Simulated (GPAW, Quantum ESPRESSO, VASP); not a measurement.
**TaGa₃ (I4/mmm, 4 atoms in the cell) computed with different codes at matched settings**

Self-consistent single point.

```yaml
crystal:
  lattice:
    - [-1.89517, 1.89517, 4.33188]
    - [1.89517, -1.89517, 4.33188]
    - [1.89517, 1.89517, -4.33188]
  atoms:
    - { symbol: Ta, position: [0.00000, 0.00000, 0.00000] }
    - { symbol: Ga, position: [0.50000, 0.50000, 0.00000] }
    - { symbol: Ga, position: [0.75000, 0.25000, 0.50000] }
    - { symbol: Ga, position: [0.25000, 0.75000, 0.50000] }
```

All programs got the same cell, k-point mesh and kind of occupations (in GPAW's words: kpts = 9 9 9; mesh shift (steps) = 0 0 0; occupations.name = fermi-dirac; occupations.width = 0.1 eV); potentials, basis and cutoffs are each program's usual ones.

```
code                                                                               model  pressure (GPa)  cutoff
----------------  ----------------------------------------------------------------------  --------------  ------
GPAW                       LDA (Perdew-Wang 92), GPAW PAW datasets LDA (gpaw-data 1.0.1)           -4.20  550 eV
Quantum ESPRESSO  LDA (PW92), PseudoDojo standard norm-conserving (LDA) pseudopotentials           -5.77   80 Ry
VASP                                        LDA (PZ), VASP's LDA PAW potentials (set 64)           -5.11  300 eV
```

The spread over the programs that give each value: pressure within 1.57 GPa.

The starting cell comes from a database of computed structures (which also holds hypothetical and non-ambient phases and stackings), without a prior relaxation at this level. On GPAW's run: Spin-orbit coupling is off. Spin polarisation is off. In the base run, with a pressure of about -4 GPa the cell is away from its equilibrium volume at this level.

Q: Why do the programs differ, and what cannot be compared?

A: Differences of this kind can come from the potentials, where these differ, and from what each basis and cutoff leave unconverged. The valence holds different numbers of electrons (GPAW 22, Quantum ESPRESSO 52, VASP 50). The zero of total energies and Fermi levels follows the potentials and each program's conventions, so they are not compared here. The same LDA comes in different parametrisations, which differ slightly.

VASP's run is marked for a possible Pulay error in its stress at this cutoff; no cutoff test was made.

Left out of this page: Ansatz, FLEUR and SIESTA (not drawn, or without a comparable value); ABINIT (with a known weakness of the program).

Keys are those of Ansatz 0.2.
